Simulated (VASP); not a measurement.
# GaB4 (P-43m) in VASP: a series of runs

The runs below take GaB4 through single point, relaxation of cell and atoms, with PBE.

Everything below comes from runs of VASP 6.6.1. Logs are shortened: lines on timing, memory, paths and dates and some standing lists are left out, and cuts for length are marked.

**1. The cell of the first run**

It takes space group P-43m (No. 215, cubic). The conventional cell has a = 3.727 Å, b = 3.727 Å, c = 3.727 Å, α = 90.00°, β = 90.00°, γ = 90.00°. Ga (site symmetry -43m) is surrounded by 4 B at 2.16 Å. B (site symmetry 3m) has 3 B at 1.74 Å as nearest neighbours.

The cell was built by a generator and needn't be a form met in nature.

**2. Single point, PBE (species swapped into the SnI4 type (P-43m, No. 215))**

Input file INCAR:

```
ALGO = Normal
EDIFF = 1E-7
ENCUT = 520
GGA = PE
ISIF = 2
ISMEAR = 0
LASPH = T
LCHARG = F
LREAL = F
LWAVE = F
NBANDS = 20
NELM = 100
PREC = Accurate
SIGMA = 0.1
```

Input file KPOINTS:

```
k-points
0
Gamma
  10 10 10
```

Input file POSCAR:

```
GaB4
1.0
    3.7270277097      0.0000000000      0.0000000000
    0.0000000000      3.7270277097      0.0000000000
    0.0000000000      0.0000000000      3.7270277097
Ga B
1 4
Direct
    0.0000000000      0.0000000000      0.0000000000
    0.3351564094      0.3351564094      0.3351564094
    0.6648435906      0.6648435906      0.3351564094
    0.3351564094      0.6648435906      0.6648435906
    0.6648435906      0.3351564094      0.6648435906
```

Potentials or basis: VASP PAW PBE potentials, release 64 (Ga_d, B).

The run is started by

```bash
$ cat potpaw_PBE.64/Ga_d/POTCAR potpaw_PBE.64/B/POTCAR > POTCAR
$ mpirun -np 1 vasp_std > vasp.out
```

OUTCAR:

```text
EDIFF = 1E-7
   ENCUT = 520
   GGA = PE
   ISIF = 2
   ISMEAR = 0
   LASPH = T
   LREAL = F
   NELM = 100
   PREC = Accurate

 ion  position               nearest neighbor table
   1  0.000  0.000  0.000-   2 2.16   3 2.16   4 2.16   5 2.16
   2  0.335  0.335  0.335-   3 1.74   4 1.74   5 1.74   1 2.16
   3  0.665  0.665  0.335-   2 1.74   4 1.74   5 1.74   1 2.16
   4  0.335  0.665  0.665-   2 1.74   3 1.74   5 1.74   1 2.16
   5  0.665  0.335  0.665-   2 1.74   3 1.74   4 1.74   1 2.16

  LATTYP: Found a simple cubic cell.
 ALAT       =     3.7270277097

  Lattice vectors:

 A1 = (   3.7270277097,   0.0000000000,   0.0000000000)
 A2 = (   0.0000000000,   3.7270277097,   0.0000000000)
 A3 = (   0.0000000000,   0.0000000000,   3.7270277097)

Analysis of symmetry for initial positions (statically):
=====================================================================
 Subroutine PRICEL returns:
 Original cell was already a primitive cell.

 Routine SETGRP: Setting up the symmetry group for a
 simple cubic supercell.

 Subroutine GETGRP returns: Found 24 space group operations
 (whereof 24 operations were pure point group operations)
 out of a pool of 48 trial point group operations.

The static configuration has the point symmetry T_d .

Analysis of symmetry for dynamics (positions and initial velocities):
=====================================================================
 Subroutine PRICEL returns:
 Original cell was already a primitive cell.

 Routine SETGRP: Setting up the symmetry group for a
 simple cubic supercell.

 Subroutine GETGRP returns: Found 24 space group operations
 (whereof 24 operations were pure point group operations)
 out of a pool of 48 trial point group operations.

The dynamic configuration has the point symmetry T_d .

 Subroutine INISYM returns: Found 24 space group operations
 (whereof 24 operations are pure point group operations),
 and found     1 'primitive' translations

----------------------------------------------------------------------------------------

                                     Primitive cell

  volume of cell :      51.7712

  direct lattice vectors                    reciprocal lattice vectors
     3.727027710  0.000000000  0.000000000     0.268310321  0.000000000  0.000000000
     0.000000000  3.727027710  0.000000000     0.000000000  0.268310321  0.000000000
     0.000000000  0.000000000  3.727027710     0.000000000  0.000000000  0.268310321

  length of vectors
[... 92 lines left out ...]
   IBRION =     -1    ionic relax: 0-MD 1-quasi-New 2-CG
   NFREE  =      0    steps in history (QN), initial steepest desc. (CG)
   ISIF   =      2    stress and relaxation
   ISYM   =      2    0-nonsym 1-usesym 2-fastsym
   POTIM  = 0.5000    time-step for ionic-motion
   TEBEG  =    0.0;   TEEND  =   0.0 temperature during run
   PSTRESS=    0.0 pullay stress
   NELECT =      25.0000    total number of electrons
   NUPDOWN=      -1.0000    fix difference up-down
   EMIN   =  10.00;   EMAX   =-10.00  energy-range for DOS
   EFERMI =   0.00;   METHOD = LEGACY
   ISMEAR =     0;   SIGMA  =   0.10  broadening in eV -4-tet -1-fermi 0-gaus
   EFERMI_NEDOS =   21; number of points for ismear=-14 and -15
   IALGO  =     38    algorithm
   IMIX   =      4    mixing-type and parameters
     AMIX     =   0.40;   BMIX     =  1.00
     AMIX_MAG =   1.60;   BMIX_MAG =  1.00
  volume/ion in A,a.u.               =      10.35        69.87
  Fermi-wavevector in a.u.,A,eV,Ry     =   1.284376  2.427119 22.444469  1.649622
  Thomas-Fermi vector in A             =   2.416573
   LORBIT       =      0    0 simple, 1 ext, 2 COOP (PROOUT), +10 PAW based schemes
   GGA     = PE    functional components
   LHFCALC =     F    Hartree Fock is set to
   AEXX    =    0.0000 exact exchange contribution
   IVDW    =     0    specifies the selected vdW correction
   LEPSILON=     F    determine dielectric tensor
   LRPA    =     F    only Hartree local field effects (RPA)
 non-spin polarized calculation
 Gauss-broadening in eV      SIGMA  =   0.10
  energy-cutoff  :      520.00
  volume of cell :       51.77
 maximum number of plane-waves:      1412
 NGX is ok and might be reduce to    28
   NGX = 13   NGY = 13   NGZ = 13

 number of electron      24.9999993 magnetization

 Free energy of the ion-electron system (eV)
  ---------------------------------------------------
  ext. energy  EPLUGINS =         0.00000000
  ---------------------------------------------------
  free energy    TOTEN  =       -23.58045297 eV

  energy without entropy =      -23.56728004  energy(sigma->0) =      -23.57386650

 E-fermi :   4.5965     XC(G=0): -11.2057

 val. band max:        4.5912278218   @ k =   0.5000   0.3000   0.0000
 cond. band min:       4.6013798914   @ k =   0.2000   0.2000   0.0000
 fundamental gap:      0.0101520696
 Fermi energy:         4.5964977827

 k-point     1 :       0.0000    0.0000    0.0000
  band No.  band energies     occupation
      1      -9.1529      2.00000
      2      -9.1529      2.00000
      3      -9.1529      2.00000
      4      -9.1467      2.00000
      5      -9.1467      2.00000
      6      -9.1147      2.00000
[... 541 lines left out ...]
     19      12.1320      0.00000
     20      13.7101      0.00000

 [... further k-points ...]

------------------------ aborting loop because EDIFF is reached ----------------------------------------

  FORCE on cell =-STRESS in cart. coord.  units (eV):
  Direction    XX          YY          ZZ          XY          YZ          ZX
  --------------------------------------------------------------------------------------
  -------------------------------------------------------------------------------------
  Total        0.0108527      0.0108527      0.0108527      0.0000000     -0.0000000      0.0000000
  in kB        0.3358611      0.3358611      0.3358611      0.0000000     -0.0000000      0.0000000
  external PRESSURE =       0.3358611 kB  Pullay stress =       0.0000000 kB

 VOLUME and BASIS-vectors are now :
 -----------------------------------------------------------------------------
  energy-cutoff  :      520.00
  volume of cell :       51.77
      direct lattice vectors                 reciprocal lattice vectors
     3.727027710  0.000000000  0.000000000     0.268310321  0.000000000  0.000000000
     0.000000000  3.727027710  0.000000000     0.000000000  0.268310321  0.000000000
     0.000000000  0.000000000  3.727027710     0.000000000  0.000000000  0.268310321

 POSITION                                       TOTAL-FORCE (eV/Angst)
 -----------------------------------------------------------------------------------
      0.00000      0.00000      0.00000         0.000000     -0.000000      0.000000
      1.24914      1.24914      1.24914        -0.007801     -0.007801     -0.007801
      2.47789      2.47789      1.24914         0.007801      0.007801     -0.007801
      1.24914      2.47789      2.47789        -0.007801      0.007801      0.007801
      2.47789      1.24914      2.47789         0.007801     -0.007801      0.007801
 -----------------------------------------------------------------------------------
    total drift:                                0.000000      0.000000     -0.000000

  FREE ENERGIE OF THE ION-ELECTRON SYSTEM (eV)
  ---------------------------------------------------
  free  energy   TOTEN  =       -23.5804529736 eV

  energy  without entropy=      -23.5672800364  energy(sigma->0) =      -23.57386650
```

OSZICAR:

```text
N       E                     dE             d eps       ncg     rms          rms(c)
DAV:   1     0.125026659636E+03    0.12503E+03   -0.11961E+04  2420   0.166E+03
DAV:   2    -0.127909406301E+02   -0.13782E+03   -0.13196E+03  2424   0.357E+02
DAV:   3    -0.247492867125E+02   -0.11958E+02   -0.11581E+02  2728   0.825E+01
DAV:   4    -0.250427972786E+02   -0.29351E+00   -0.29122E+00  2708   0.122E+01
DAV:   5    -0.250473907177E+02   -0.45934E-02   -0.45910E-02  2780   0.148E+00    0.567E+00
DAV:   6    -0.236741085916E+02    0.13733E+01   -0.36131E+00  3212   0.184E+01    0.270E+00
DAV:   7    -0.235892187285E+02    0.84890E-01   -0.59934E-01  2680   0.471E+00    0.125E+00
DAV:   8    -0.235806217264E+02    0.85970E-02   -0.41163E-02  2796   0.177E+00    0.317E-01
DAV:   9    -0.235804832685E+02    0.13846E-03   -0.35681E-03  3424   0.837E-01    0.564E-02
DAV:  10    -0.235804579233E+02    0.25345E-04   -0.39847E-04  2740   0.153E-01    0.183E-02
DAV:  11    -0.235804537012E+02    0.42221E-05   -0.20389E-05  2940   0.402E-02    0.594E-03
DAV:  12    -0.235804529177E+02    0.78343E-06   -0.65329E-06  2796   0.153E-02    0.256E-03
DAV:  13    -0.235804529736E+02   -0.55838E-07   -0.68186E-07  2720   0.539E-03
   1 F= -.23580453E+02 E0= -.23573867E+02  d E =-.131729E-01
```

Wall time 19 s (1 thread of Intel Xeon 6975P-C (Granite Rapids), shared host); peak memory 0.18 GiB.

Results:

```yaml
Free_energy: -23.5805 eV
Pressure: 0.0 GPa
Largest_force: 0.014 eV/Å
Band_gap_on_the_k_mesh: none (metal or under the smearing width)
```

Forces on the atoms (eV/Å):
```
Ga   0.000  0.000  0.000
B   -0.008 -0.008 -0.008
B    0.008  0.008 -0.008
B   -0.008  0.008  0.008
B    0.008 -0.008  0.008
```

**3. Relaxation of cell and atoms, PBE (species swapped into the SnI4 type (P-43m, No. 215))**

Input file INCAR:

```
ALGO = Normal
EDIFF = 1E-6
EDIFFG = -0.01
ENCUT = 600
GGA = PE
IBRION = 2
ISIF = 3
ISMEAR = 0
LASPH = T
LCHARG = F
LREAL = F
LWAVE = F
NELM = 100
NSW = 100
PREC = Accurate
SIGMA = 0.1
```

KPOINTS is that of step 2.

Input file POSCAR:

```
GaB4
1.0
    3.7298152408      0.0000000000      0.0000000000
    0.0000000000      3.7298152408      0.0000000000
    0.0000000000      0.0000000000      3.7298152408
Ga B
1 4
Direct
    0.0000000000      0.0000000000      0.0000000000
    0.3351410099      0.3351410099      0.3351410099
    0.6648589901      0.6648589901      0.3351410099
    0.3351410099      0.6648589901      0.6648589901
    0.6648589901      0.3351410099      0.6648589901
```

Potentials or basis: VASP PAW PBE potentials, release 64 (Ga_d, B).

The run is started by

```bash
$ cat potpaw_PBE.64/Ga_d/POTCAR potpaw_PBE.64/B/POTCAR > POTCAR
$ mpirun -np 1 vasp_std > vasp.out
```

Wall time 55 s (1 thread of Intel Xeon 6975P-C (Granite Rapids), shared host); peak memory 0.21 GiB.

The run converged. Its results:

| Item | Value |
| --- | --- |
| Free energy | -23.5828 eV |
| Relaxed volume | 10.35 Å³/atom |
| Relaxed cell | a = 3.727 Å, b = 3.727 Å, c = 3.727 Å, α = 90.00°, β = 90.00°, γ = 90.00° |
| Space group after relaxing (to 0.05 Å) | P-43m (No. 215) |
| Energy gained by relaxing | 0.0 meV/atom |
| Ionic steps | 6 |
| Pressure after relaxing | 0.0 GPa |
| Largest force after relaxing | 0.003 eV/Å |
| Band gap on the k mesh | none (metal or under the smearing width) |

Forces in eV/Å, atoms in the order of the input:
```
Ga   0.000  0.000  0.000
B   -0.002 -0.002 -0.002
B    0.002  0.002 -0.002
B   -0.002  0.002  0.002
B    0.002 -0.002  0.002
```

Step by step:
```
step  energy change (eV)  largest force (eV/Å)  pressure (GPa)  volume (Å³)
   1              0.0000                0.0085           -0.29        51.89
   2             -0.0001                0.0269            0.22        51.75
   3             -0.0001                0.0157           -0.06        51.79
   4             -0.0001                0.0168           -0.02        51.79
   5             -0.0001                0.0041            0.20        51.74
   6             -0.0001                0.0030           -0.01        51.76
```

Final structure:
```
CELL_PARAMETERS angstrom
3.72669 0.00000 0.00000
0.00000 3.72669 0.00000
0.00000 0.00000 3.72669
ATOMIC_POSITIONS crystal
Ga 0.00000 0.00000 0.00000
B 0.33511 0.33511 0.33511
B 0.66489 0.66489 0.33511
B 0.33511 0.66489 0.66489
B 0.66489 0.33511 0.66489
```

Levels at points of the mesh, in eV from the Fermi level:
```tsv
k point	band 11	band 12	band 13	band 14	band 15	band 16
(0.00, 0.00, 0.00)	-2.04	-2.04	1.25	1.25	1.25	5.93
(0.50, 0.00, 0.00)	-1.83	-1.20	-0.58	-0.58	3.40	3.68
(0.50, 0.50, 0.00)	-1.96	0.07	0.07	1.75	4.57	4.57
(0.50, 0.50, 0.50)	-3.74	-3.74	-3.74	5.02	5.02	6.28
```

**4. Single point, PBE (species swapped into the SnI4 type (P-43m, No. 215))**

Input file INCAR:

```
  PREC = Accurate
  ENCUT = 520
  EDIFF = 1E-6
  ISMEAR = 0
  SIGMA = 0.1
  LREAL = F
  LASPH = T
  NELM = 100
  ALGO = Normal
  ISIF = 2
  LWAVE = F
  LCHARG = F
  GGA = PE
  NBANDS = 20
```

Input file KPOINTS:

```
regular mesh
0
Gamma
  6 6 6
```

POSCAR is that of step 3.

The run is started by

```bash
$ cat potpaw_PBE.64/Ga_d/POTCAR potpaw_PBE.64/B/POTCAR > POTCAR
$ mpirun -np 1 vasp_std > vasp.out
```

Run time: 7.4 s. Hardware: 1 thread of Intel Xeon 6975P-C (Granite Rapids), shared host; peak memory 0.16 GiB.

Results (log left out):

```
Free energy            : -23.5114 eV
Pressure               : -0.1 GPa
Band gap on the k mesh : none (metal or under the smearing width)
```

Forces in eV/Å, atoms in the order of the input:
```
Ga   0.000  0.000  0.000
B    0.001  0.001  0.001
B   -0.001 -0.001  0.001
B    0.001 -0.001 -0.001
B   -0.001  0.001 -0.001
```

Levels at points of the mesh, in eV from the Fermi level:
| k point | band 10 | band 11 | band 12 | band 13 | band 14 | band 15 | band 16 | band 17 |
| --- | --- | --- | --- | --- | --- | --- | --- | --- |
| (0.00, 0.00, 0.00) | -3.50 | -2.10 | -2.10 | 1.19 | 1.19 | 1.19 | 5.87 | 6.92 |
| (0.50, 0.00, 0.00) | -2.43 | -1.89 | -1.27 | -0.62 | -0.62 | 3.35 | 3.61 | 7.06 |
| (0.50, 0.50, 0.00) | -2.06 | -2.05 | 0.02 | 0.02 | 1.69 | 4.50 | 4.50 | 4.56 |
| (0.50, 0.50, 0.50) | -4.78 | -3.77 | -3.77 | -3.77 | 4.93 | 4.93 | 6.21 | 9.66 |

(Part 1 of 2 ends here.)
